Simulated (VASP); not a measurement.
Runs of VASP 6.6.1 on TiCo. Symmetry: Pm-3m, No. 221, cubic system. The conventional cell has a = 2.935 Å, b = 2.935 Å, c = 2.935 Å, α = 90.00°, β = 90.00°, γ = 90.00°. Ti (site symmetry m-3m) has 8 Co at 2.54 Å as nearest neighbours. Around Co (site symmetry m-3m) lie 8 Ti at 2.54 Å. The cell comes from a database or a generator and needn't be the stable form of this composition.

```tsv
level	k mesh	cutoff (eV)	gap on the mesh (eV)	pressure (GPa)	moment (μB)
r2SCAN	14 × 14 × 14	520	none	10.2	0.90
PBEsol	14 × 14 × 14	900	none	(b)	0.57
PBEsol	22 × 22 × 22	520	none	0.3	0.64
PBEsol	14 × 14 × 14	700	none	(a)	0.57
```

Alike in all rows: task single point; potentials or basis VASP PAW PBE potentials, release 64 (Ti_sv, Co); spin collinear, ferromagnetic start; cell as given; smearing gaussian 0.1 eV.

Q: Fill in the values left out.

A: (a) -0.1; (b) 0.0.

Caveats: the PAW data sets were made with another functional, which shifts forces and pressure a little.

A gap of «none» marks a metal or a gap under the smearing width.
